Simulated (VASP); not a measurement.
Output of a VASP run:

**OUTCAR**
```
 ion  position               nearest neighbor table
   1  0.333  0.667  0.250-   2 2.76   2 2.76   2 2.76   2 2.76   2 2.76   2 2.76
   2  0.667  0.333  0.750-   1 2.76   1 2.76   1 2.76   1 2.76   1 2.76   1 2.76
  LATTYP: Found a hexagonal cell.
 ALAT       =     2.7722532497
 C/A-ratio  =     1.6180453490
 Subroutine PRICEL returns:
 Original cell was already a primitive cell.
 Subroutine GETGRP returns: Found 24 space group operations
The static configuration has the point symmetry D_3d.
 The point group associated with its full space group is D_6h.
The dynamic configuration has the point symmetry D_3d.
 Subroutine INISYM returns: Found 24 space group operations
 Subroutine IBZKPT returns following result:
 Found    165 irreducible k-points:

 Following reciprocal coordinates:
            Coordinates               Weight
  0.000000  0.000000  0.000000      1.000000
  0.058824 -0.000000  0.000000      6.000000
  0.117647  0.000000  0.000000      6.000000
  0.176471 -0.000000  0.000000      6.000000
  0.235294  0.000000  0.000000      6.000000
  0.294118 -0.000000  0.000000      6.000000
  0.352941 -0.000000  0.000000      6.000000
  0.411765 -0.000000  0.000000      6.000000
  0.470588  0.000000  0.000000      6.000000
  0.058824  0.058824  0.000000      6.000000
  0.117647  0.058824  0.000000     12.000000
  0.176471  0.058824  0.000000     12.000000
  0.235294  0.058824  0.000000     12.000000
  0.294118  0.058824  0.000000     12.000000
  0.352941  0.058824  0.000000     12.000000
  0.411765  0.058824  0.000000     12.000000
  0.470588  0.058824  0.000000      6.000000
  0.117647  0.117647  0.000000      6.000000
  0.176471  0.117647  0.000000     12.000000
  0.235294  0.117647  0.000000     12.000000
  0.294118  0.117647  0.000000     12.000000
  0.352941  0.117647  0.000000     12.000000
  0.411765  0.117647  0.000000     12.000000
  0.176471  0.176471  0.000000      6.000000
  0.235294  0.176471  0.000000     12.000000
  0.294118  0.176471  0.000000     12.000000
  0.352941  0.176471  0.000000     12.000000
  0.411765  0.176471  0.000000      6.000000
  0.235294  0.235294  0.000000      6.000000
  0.294118  0.235294  0.000000     12.000000
  0.352941  0.235294  0.000000     12.000000
  0.294118  0.294118  0.000000      6.000000
  0.352941  0.294118  0.000000      6.000000
  0.000000  0.000000  0.111111      2.000000
  0.058824 -0.000000  0.111111     12.000000
  0.117647  0.000000  0.111111     12.000000
  0.176471 -0.000000  0.111111     12.000000
  0.235294  0.000000  0.111111     12.000000
  0.294118 -0.000000  0.111111     12.000000
  0.352941 -0.000000  0.111111     12.000000
   k-points           NKPTS =    165   k-points in BZ     NKDIM =    165   number of bands    NBANDS=     11
   number of dos      NEDOS =    601   number of ions     NIONS =      2
   total plane-waves  NPLWV =   9720
   dimension x,y,z NGX =    18 NGY =   18 NGZ =   30
   dimension x,y,z NGXF=    36 NGYF=   36 NGZF=   60
   ions per type =               2
   PREC   = accura    normal or accurate (medium, high low for compatibility)
   ISTART =      0    job   : 0-new  1-cont  2-samecut
   ICHARG =      2    charge: 1-file 2-atom 10-const
   ISPIN  =      1    spin polarized calculation?
   LNONCOLLINEAR =      F non collinear calculations
   LSORBIT =      F    spin-orbit coupling
   INIWAV =      1    electr: 0-lowe 1-rand  2-diag
   ENCUT  =  400.0 eV  29.40 Ry    5.42 a.u.   4.52  4.52  7.31*2*pi/ulx,y,z
   NELM   =    100;   NELMIN=  2; NELMDL= -5     # of ELM steps
   EDIFF  = 0.1E-06   stopping-criterion for ELM
   LREAL  =      F    real-space projection
   NLSPLINE    = F    spline interpolate recip. space projectors
   LMAXMIX     =    6 max onsite mixed and CHGCAR
   VOSKOWN=      0    Vosko Wilk Nusair interpolation
   EDIFFG = 0.1E-05   stopping-criterion for IOM
   NSW    =      0    number of steps for IOM
...
```

**OSZICAR**
```
...
DAV:   6    -0.252149438861E+02    0.10635E+01   -0.11039E+00  6760   0.322E+01    0.167E+01
DAV:   7    -0.248637677460E+02    0.35118E+00   -0.74193E-01  7040   0.255E+01    0.721E-01
DAV:   8    -0.248508232569E+02    0.12944E-01   -0.11535E-02  7119   0.143E+00    0.238E-01
DAV:   9    -0.248502031194E+02    0.62014E-03   -0.53578E-04  7050   0.243E-01    0.362E-02
DAV:  10    -0.248502374492E+02   -0.34330E-04   -0.45186E-05  6045   0.586E-02    0.507E-03
DAV:  11    -0.248721343138E+02   -0.21897E-01   -0.21897E-01  5294   0.194E-02    0.187E-02
DAV:  12    -0.248485692314E+02    0.23565E-01   -0.18173E+00  3304   0.332E-01    0.752E-03
DAV:  13    -0.248500437162E+02   -0.14745E-02    0.69834E-04  3228   0.615E-03    0.262E-03
DAV:  14    -0.379813637031E+02   -0.13131E+02   -0.13131E+02  3021   0.254E-02    0.566E-01
DAV:  15    -0.248449587980E+02    0.13136E+02   -0.67917E+00  2952   0.957E-01    0.799E-03
DAV:  16    -0.248455194694E+02   -0.56067E-03   -0.53718E-01  2824   0.258E-01    0.697E-03
DAV:  17    -0.248475896392E+02   -0.20702E-02   -0.99726E-03  2788   0.593E-02    0.311E-03
DAV:  18    -0.364377869250E+02   -0.11590E+02   -0.11590E+02  2745   0.487E-02    0.677E-01
DAV:  19    -0.248489994520E+02    0.11589E+02   -0.25417E+00  2737   0.577E-01    0.809E-03
DAV:  20    -0.288016739633E+02   -0.39527E+01   -0.39526E+01  5595   0.447E-02    0.129E-01
DAV:  21    -0.248486190848E+02    0.39531E+01   -0.34238E+00  2656   0.357E-01    0.846E-03
DAV:  22    -0.248470724971E+02    0.15466E-02    0.16470E-02  2554   0.492E-03    0.713E-03
DAV:  23    -0.248491652936E+02   -0.20928E-02    0.12151E-03  2518   0.105E-02    0.623E-03
DAV:  24    -0.248499511781E+02   -0.78588E-03   -0.22367E-03  2440   0.380E-02    0.394E-03
DAV:  25    -0.248730844503E+02   -0.23133E-01   -0.23066E-01  2430   0.209E-02    0.330E-02
DAV:  26    -0.248485321639E+02    0.24552E-01   -0.18503E+00  2412   0.307E-01    0.886E-03
DAV:  27    -0.248485712386E+02   -0.39075E-04   -0.40634E-04  2362   0.166E-02    0.869E-03
DAV:  28    -0.248491406089E+02   -0.56937E-03    0.43105E-04  2365   0.697E-03    0.647E-03
DAV:  29    -0.248501958594E+02   -0.10553E-02   -0.54602E-03  2341   0.235E-02    0.419E-03
DAV:  30    -0.248502334988E+02   -0.37639E-04   -0.37729E-04  2326   0.226E-02    0.345E-03
DAV:  31    -0.248502368120E+02   -0.33132E-05   -0.37069E-05  2304   0.143E-02    0.360E-03
DAV:  32    -0.248502367006E+02    0.11137E-06   -0.96861E-07  2266   0.312E-03    0.424E-03
DAV:  33    -0.249252838899E+02   -0.75047E-01   -0.75047E-01  2250   0.115E-02    0.939E-02
DAV:  34    -0.248485698893E+02    0.76714E-01   -0.21210E+00  2238   0.252E-01    0.839E-03
DAV:  35    -0.248494182357E+02   -0.84835E-03    0.52715E-04  2205   0.886E-03    0.535E-03
DAV:  36    -0.248502262196E+02   -0.80798E-03   -0.56330E-03  2223   0.304E-02    0.273E-03
DAV:  37    -0.254376092562E+02   -0.58738E+00   -0.58738E+00  2190   0.827E-03    0.885E-02
DAV:  38    -0.248485698889E+02    0.58904E+00   -0.27590E+00  2161   0.356E-01    0.842E-03
DAV:  39    -0.248485691226E+02    0.76622E-06   -0.13336E-08  2157   0.709E-03    0.829E-03
DAV:  40    -0.248496149390E+02   -0.10458E-02    0.57965E-04  2127   0.296E-03    0.690E-03
DAV:  41    -0.248501354935E+02   -0.52055E-03   -0.41565E-03  2139   0.476E-02    0.271E-03
DAV:  42    -0.248502350201E+02   -0.99527E-04   -0.99623E-04  2127   0.167E-02    0.315E-03
DAV:  43    -0.248502352333E+02   -0.21322E-06   -0.10473E-05  2110   0.448E-03    0.277E-03
DAV:  44    -0.248502353147E+02   -0.81408E-07   -0.41248E-07  2110   0.221E-03
   1 F= -.24850235E+02 E0= -.24850235E+02  d E =0.000000E+00
```

**OUTCAR**
```
------------------------ aborting loop because EDIFF is reached ----------------------------------------
  FORCE on cell =-STRESS in cart. coord.  units (eV):
  Direction    XX          YY          ZZ          XY          YZ          ZX
  --------------------------------------------------------------------------------------
  Total        0.0778632      0.0778632     -0.1048628      0.0000000      0.0000000      0.0000000
  in kB        4.1785252      4.1785248     -5.6274556      0.0000000      0.0000000      0.0000000
  external PRESSURE =       0.9098648 kB  Pullay stress =       0.0000000 kB
  volume of cell :       29.86
      direct lattice vectors                 reciprocal lattice vectors
     1.386126675 -2.400841711  0.000000000     0.360717393 -0.208260294  0.000000000
     1.386126675  2.400841711  0.000000000     0.360717393  0.208260294  0.000000000
     0.000000000  0.000000000  4.485631477     0.000000000  0.000000000  0.222934052
 POSITION                                       TOTAL-FORCE (eV/Angst)
 -----------------------------------------------------------------------------------
      1.38613      0.80028      1.12141        -0.000000     -0.000000      0.000000
      1.38613     -0.80028      3.36422         0.000000      0.000000      0.000000
 -----------------------------------------------------------------------------------
    total drift:                               -0.000000      0.000009     -0.000017
  FREE ENERGIE OF THE ION-ELECTRON SYSTEM (eV)
  ---------------------------------------------------
  free  energy   TOTEN  =       -24.8502353147 eV

  energy  without entropy=      -24.8502353147  energy(sigma->0) =      -24.85023531

 total charge

# of ion       s       p       d       tot
------------------------------------------
    1        0.620   0.666   4.814   6.100
    2        0.620   0.666   4.814   6.100
--------------------------------------------------
tot          1.239   1.332   9.629  12.200
```
(Selected blocks of OUTCAR.)

### POSCAR
```
Re
1
    1.3861266751    -2.4008417110     0.0000000000
    1.3861266751     2.4008417110    -0.0000000000
   -0.0000000000    -0.0000000000     4.4856314770
Re
2
Direct
  0.3333330000   0.6666670000   0.2500000000
  0.6666670000   0.3333330000   0.7500000000
```

**Question.** Write an INCAR and KPOINTS that could have produced this output.

**Answer.** This is not unique; one that fits is the input of the run itself, PBE GGA, plane waves, VASP's PBE PAW potentials (set 64).

### INCAR
```
SYSTEM  =  Re
ISIF  =  2
ENCUT  =  400
LWAVE  =  F
ALGO  =  Normal   ! blocked Davidson
PREC  =  Accurate
LREAL  =  F   ! projection in real space or not
LMAXMIX  =  6
ISMEAR  =  -5
EDIFF  =  1E-7   ! SCF stop (eV)
NELM  =  100   ! most electronic steps
LORBIT  =  11
GGA  =  PE
LCHARG  =  T
NEDOS  =  601
LASPH  =  T   ! aspherical one-centre terms
```

### KPOINTS
```
kpoints
0
Gamma
  17 17 9
```

POTCAR, in this order: Re (PBE.64 set). Program: vasp_std.

For a metal the tetrahedron method with Blöchl corrections gives inexact stress and forces.

The compound is Re in the hcp structure. It was relaxed first.
